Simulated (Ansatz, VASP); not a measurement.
# Cross-check of Te2Mo between VASP and Ansatz, part 2 of 2

Aim: how closely do two programs agree when they are given the same cell, functional and k mesh? The cell is taken from a series of VASP runs on this material, whose earlier steps may have relaxed, scaled or displaced it; both programs get it as it stands. Other levels of theory on this material are compared in a session of their own.

VASP 6.6.1 and Ansatz 0.2.0.

So far. Step 2 (VASP: band structure, PBE): The run ends at a pressure of 3.64 GPa, with forces up to 0.44 eV/Å.

**3. Ansatz: band structure, PBE**

Level of this step: Ansatz beside VASP: Kohn-Sham DFT, plane waves, PBE (Ansatz).

Ansatz runs on its default PAW (the set named soft_2) files.

The same cell, functional, mesh and smearing now go to Ansatz, which takes its cutoff from its data sets.

The input, input.yaml:

```yaml
crystal:
  lattice:
    - [3.5182, 0.0, 0.0]
    - [-1.7591, 3.0468505756, 0.0]
    - [0.0, 0.0, 13.9736]
  atoms:
    - { symbol: Te, position: [0.6666666667, 0.3333333333, 0.3777982746] }
    - { symbol: Te, position: [0.3333333333, 0.6666666667, 0.8777982746] }
    - { symbol: Te, position: [0.6666666667, 0.3333333333, 0.1222017254] }
    - { symbol: Te, position: [0.3333333333, 0.6666666667, 0.6222017254] }
    - { symbol: Mo, position: [0.6666666667, 0.3333333333, 0.75] }
    - { symbol: Mo, position: [0.3333333333, 0.6666666667, 0.25] }
hamiltonian:
  xc: pbe
  pseudopotentials: { kind: paw }
kpoints:
  mp_grid: { grid: [8, 8, 2] }
  band_path:
    path:
      - [0.0, 0.0, 0.0]
      - [0.14286, 0.0, 0.0]
      - [0.28571, 0.0, 0.0]
      - [0.5, 0.0, 0.0]
      - [0.47619, 0.04762, 0.0]
      - [0.40476, 0.19048, 0.0]
      - [0.35714, 0.28571, 0.0]
      - [0.28571, 0.28571, 0.0]
      - [0.19048, 0.19048, 0.0]
      - [0.04762, 0.04762, 0.0]
      - [0.0, 0.0, 0.0]
      - [0.0, 0.0, 0.14286]
      - [0.0, 0.0, 0.35714]
      - [0.0, 0.0, 0.5]
      - [0.14286, 0.0, 0.5]
      - [0.28571, 0.0, 0.5]
      - [0.5, 0.0, 0.5]
      - [0.47619, 0.04762, 0.5]
      - [0.40476, 0.19048, 0.5]
      - [0.35714, 0.28571, 0.5]
      - [0.33333, 0.33333, 0.5]
      - [0.19048, 0.19048, 0.5]
      - [0.09524, 0.09524, 0.5]
      - [0.5, 0.0, 0.5]
      - [0.5, 0.0, 0.35714]
      - [0.5, 0.0, 0.14286]
      - [0.5, 0.0, 0.0]
      - [0.33333, 0.33333, 0.14286]
      - [0.33333, 0.33333, 0.28571]
      - [0.33333, 0.33333, 0.5]
    npoints: 1
scf:
  occupations: { method: gaussian, width: 0.03 }
  n_extra_bands: 9
output:
  forces: true
  stress: true
  eigenvalues: true
```

The run is started by

```
$ ansatz run input.yaml --threads 4 --pin off --max-ram 9216MiB --backend cpu --events-out ev --progress --plain --runs-dir out
```

Numbers of over 12 decimals in the logs are rounded to 6 here.

The log of the run:

```text
scf.n_extra_bands = 9 over 46 filled bands (N_el = 92.0): the run solves 55 bands
Engine: ansatz 0.2.0, aarch64-unknown-linux-gnu
Pseudopotentials: kind: paw
Pseudopotential: Te, paw, valence charge 16, recommended cutoff 420 eV (normal), Te.paw.azcp
Pseudopotential: Mo, paw, valence charge 14, recommended cutoff 420 eV (normal), Mo.paw.azcp
Functional definition: PBE
  parameter kappa = 0.804
  parameter beta = 0.066725
  exchange = pbe_x(kappa = kappa, mu = beta*pi^2/3)
  correlation = pbe_c(beta = beta)
Crystal: 6 atoms, lattice volume = 149.789 Å³
Basis set: ecut = 420 eV, 2909 PW (Γ), exchange–correlation on 48×48×192 points (8 copies of the dense FFT grid, shifted against one another)
Bands: 55, of which v1, the nominal top of the filled ones, is band 46 counted from 1 (45 counted from 0)
Symmetry: 24 space group operations
Space group: P63/mmc (ITA 194), of the structure as read, at distance tolerance 5.3e-5 Å
k-points: 20 of 128
Non-local potential: Te, projectors of the file, l = 0: 2, l = 1: 2, l = 2: 2, l = 3: 2
Non-local potential: Mo, projectors of the file, l = 0: 3, l = 1: 2, l = 2: 2, l = 3: 1
PAW form: soft (Blöchl's): semilocal exchange-correlation on the pseudo side does not see the compensation charge
PAW one-centre angular grid: Te, 590 points (default); XC on 64 Gauss nodes
PAW one-centre angular grid: Mo, 590 points (default); XC on 64 Gauss nodes
Initial density: superposition of atomic densities (neutral atoms: chi_scale 0, normalization atom), corrected by the library's trained network
Initial wavefunctions: pseudopotential atomic-orbital guess
Functional: x = pbe(κ = 0.804, μ = 0.219515), c = pbe(β = 0.066725)
SCF iter   1: F=—  HF=-37833.361285 eV  |F-HF|=—  |Δ(HF+E_count)|=         —  Δρ=4.19e-3  dr2=8.23e-3  ethr=1.77e-3  ⟨swp⟩=7.8  Hψ=4286  notcnv=0  defer=2
preconditioner: auto → Resta (q_TF=auto, 2.515 Å⁻¹)  ε∞=7.4  [insulator: Δε(μ)=0.820 eV  Ē_g=7.216 eV  σ=0.030 eV  W_gap=1.00  n_scr=52 (ndim 8)  ℏωp=18.2 eV  f_vac=0.022  D(μ)=0.00/eV (n_scr^D=0)  ε∞_Penn≈7.4]
SCF iter   2: F=—  HF=-37833.369374 eV  |F-HF|=—  |Δ(HF+E_count)|=   8.09e-3  Δρ=2.47e-3  dr2=2.81e-3  ethr=8.94e-6  ⟨swp⟩=2.1  Hψ=1796  notcnv=0  defer=25
SCF iter   3: F=—  HF=-37833.373840 eV  |F-HF|=—  |Δ(HF+E_count)|=   4.47e-3  Δρ=8.88e-4  dr2=3.09e-3  ethr=3.05e-6  ⟨swp⟩=2.0  Hψ=1516  notcnv=0  defer=25
SCF iter   4: F=—  HF=-37833.373636 eV  |F-HF|=—  |Δ(HF+E_count)|=   2.04e-4  Δρ=1.39e-4  dr2=2.32e-5  ethr=3.05e-6  ⟨swp⟩=2.0  Hψ=1169  notcnv=0  defer=25
SCF iter   5: F=—  HF=-37833.373699 eV  |F-HF|=—  |Δ(HF+E_count)|=   6.29e-5  Δρ=6.61e-5  dr2=6.64e-6  ethr=2.52e-8  ⟨swp⟩=2.0  Hψ=1415  notcnv=0  defer=25
SCF iter   6: F=—  HF=-37833.373715 eV  |F-HF|=—  |Δ(HF+E_count)|=   1.64e-5  Δρ=1.56e-5  dr2=4.16e-7  ethr=7.21e-9  ⟨swp⟩=2.0  Hψ=1417  notcnv=0  defer=25
SCF iter   7: F=-37833.373716 eV  HF=-37833.373716 eV  |F-HF|=2.09e-8  |Δ(HF+E_count)|=   5.73e-7  Δρ=4.56e-6  dr2=3.96e-8  ethr=1.09e-10  ⟨swp⟩=10.6  Hψ=4526  notcnv=0
SCF 1 converged in 7 iterations: F = -37833.373716 eV  dr2 = 3.96e-8
  greatest PAW one-centre occupation: 0.998 electrons in one spin orbital (limit 2), on the Mo atom at site 5 (counted from 0), in its partial waves of l = 0
NSCF: frozen V_eff on 30 k-points
SCF converged after 7 iterations
Free energy (F): -37833.373716 eV
Harris-Foulkes:  -37833.373716 eV  (|F-HF|=2.09e-8)
Internal energy: -37833.373716 eV  (E = F + TS)
E sigma→0 (E₀):  -37833.373716 eV
Fermi energy:    12.901348 eV
--- Per-component energies (eV) ---
  E_band       = -1145.037137
  E_kinetic    = 1611.143011
  E_local      = -7495.019782  (includes V_loc(G=0)·N_el)
  E_nonlocal   = -952.417809
  E_hartree    = 4189.973086
  E_xc         = -866.632506
  E_vxc        = -878.106942  (∫ρ·V_xc dr)
  E_paw        = -25054.100726  (= ΣΔE_a)
  E_vpaw       = -1810.587506  (= ΣTr[D̂ρ^β])
  E_aug_tail   = -0.000589  (compensation charges beyond the density's cutoff)
  E_ewald      = -9266.318401
  E_smearing   = -0.000000  (= −TS)
  E_closure    = -0.000000  (closes the sum)
  Σ components = -37833.373716   (vs F -37833.373716, Δ=0.00e0)
--- Forces (eV/Å), atoms counted from 1 ---
  atom   1  Te    -0.00000000    -0.00000000     0.42261773
  atom   2  Te    -0.00000000     0.00000000     0.42261773
  atom   3  Te     0.00000000    -0.00000000    -0.42261773
  atom   4  Te     0.00000000     0.00000000    -0.42261773
  atom   5  Mo     0.00000000    -0.00000000     0.00000000
  atom   6  Mo     0.00000000     0.00000000     0.00000000
  max |Σ_I F_I| component: 1.11e-16 eV/Å
--- Stress (GPa, compression-positive) ---
        3.382488      -0.000000       0.000000
        0.000000       3.382488       0.000000
        0.000000       0.000000       5.085044
  P = ⅓ Tr σ = 3.9500 GPa (39.500 kbar)
--- Band table (eV; the first three rows and the last of 20) ---
  k-point 0: bands = [... 42 lower, 11.4128, 11.4488, 12.1550, 12.4965, 15.3953, 15.3953, 15.5179, 15.5179, ... 5 higher]
  k-point 1: bands = [... 42 lower, 11.3963, 11.3963, 12.4107, 12.4107, 15.4327, 15.4327, 15.4327, 15.4327, ... 5 higher]
  k-point 2: bands = [... 42 lower, 11.3497, 11.4931, 12.2517, 12.3605, 14.7690, 14.8171, 14.8436, 14.9151, ... 5 higher]
  k-point 19: bands = [... 42 lower, 10.5509, 10.5509, 12.1675, 12.1675, 13.5389, 13.5389, 14.2519, 14.2519, ... 5 higher]
```

Wall time 3.7 s (4 threads of Arm Neoverse V2, shared host); peak memory 0.54 GiB; 14 s of CPU time.

**4. Side by side**

Known differences besides the potentials themselves: the data sets hold 92 valence electrons in Ansatz (default PAW (the set named soft_2) files) and 52 in VASP; the cutoff is 420 eV in Ansatz and 350 eV in VASP. Total energies have different zeros and are not compared.

The two programs side by side:

| quantity | Ansatz | VASP | difference |
| --- | --- | --- | --- |
| pressure (GPa) | 3.95 | 3.64 | +0.31 |
| gap over the path points (eV) | 0.725 | 0.720 | +0.005 |

Forces (eV/Å; atoms numbered as in POSCAR):

| atom | Ansatz x, y, z | VASP x, y, z |
| --- | --- | --- |
| Te1 | 0.000, 0.000, 0.423 | 0.000, 0.000, 0.444 |
| Te2 | 0.000, 0.000, 0.423 | 0.000, 0.000, 0.444 |
| Te3 | 0.000, 0.000, -0.423 | 0.000, 0.000, -0.444 |
| Te4 | 0.000, 0.000, -0.423 | 0.000, 0.000, -0.444 |
| Mo5 | 0.000, 0.000, 0.000 | 0.000, 0.000, 0.000 |
| Mo6 | 0.000, 0.000, 0.000 | 0.000, 0.000, 0.000 |

Levels at points of the path, from each program's valence-band top (eV; 4 filled, then empty):

| k (reciprocal lattice) | Ansatz | VASP |
| --- | --- | --- |
| 0.000 0.000 0.000 | -1.08 -1.05 -0.34 0.00 2.90 2.90 3.02 | -1.09 -1.05 -0.34 0.00 2.90 2.90 3.02 |
| 0.143 0.000 0.000 | -1.19 -1.00 -0.33 -0.18 2.07 2.20 2.27 | -1.19 -1.01 -0.33 -0.17 2.07 2.20 2.27 |
| 0.286 0.000 0.000 | -1.16 -1.06 -1.05 -1.05 1.10 1.68 1.74 | -1.17 -1.07 -1.05 -1.05 1.10 1.68 1.73 |
| 0.500 0.000 0.000 | -1.04 -0.98 -0.65 -0.38 1.23 1.28 1.45 | -1.04 -0.99 -0.65 -0.39 1.22 1.28 1.44 |
| 0.476 0.048 0.000 | -1.23 -1.11 -0.62 -0.37 1.26 1.27 1.45 | -1.23 -1.12 -0.62 -0.38 1.26 1.26 1.44 |
| 0.405 0.190 0.000 | -1.93 -1.65 -0.52 -0.29 1.12 1.22 1.66 | -1.93 -1.64 -0.53 -0.30 1.11 1.21 1.66 |
| 0.357 0.286 0.000 | -1.89 -1.77 -0.38 -0.15 0.94 0.98 1.25 | -1.89 -1.76 -0.39 -0.16 0.93 0.97 1.24 |
| 0.286 0.286 0.000 | -1.86 -1.66 -0.48 -0.27 0.99 1.17 1.32 | -1.86 -1.65 -0.49 -0.28 0.99 1.16 1.32 |
| 0.190 0.190 0.000 | -1.18 -1.08 -0.78 -0.66 0.72 1.47 1.52 | -1.18 -1.07 -0.79 -0.67 0.72 1.46 1.51 |
| 0.048 0.048 0.000 | -1.08 -1.02 -0.15 -0.10 2.56 2.61 2.75 | -1.09 -1.03 -0.14 -0.10 2.56 2.61 2.75 |

The forces differ by 9.9 meV/Å r.m.s., which is 4.7 % of the r.m.s. force of 0.21 eV/Å (both taken over all components). Among the levels compared at these points, filled levels agree within 12 meV and empty ones within 11 meV.

**5. Results**

```yaml
difference_in_gap_over_the_path_points_band_structure_pbe: 0.0048 eV
r_m_s_force_difference_band_structure_pbe: 4.7 % of the r.m.s. force
```

**Reading.** The r.m.s. force difference is 4.7 % of the r.m.s. force (band structure, PBE), beyond the 3 % picked in this series as the mark of a large difference. 6 further runs of this series are not shown here. How closely two codes agree says nothing of how well the functional describes the real material.

[Lines on the potential files, build, host, timing and source positions are cut from VASP's logs without a mark.]

[Logs are printed without paths, hosts, clocks, repeated set-up lines and the standing remarks that a program may print on its own settings, such as how far it seeks lower states.]

[Hosts, paths, dates, database ids (printed as entryN), source tags and the programs' standing remarks are cut or masked in the printed files.]
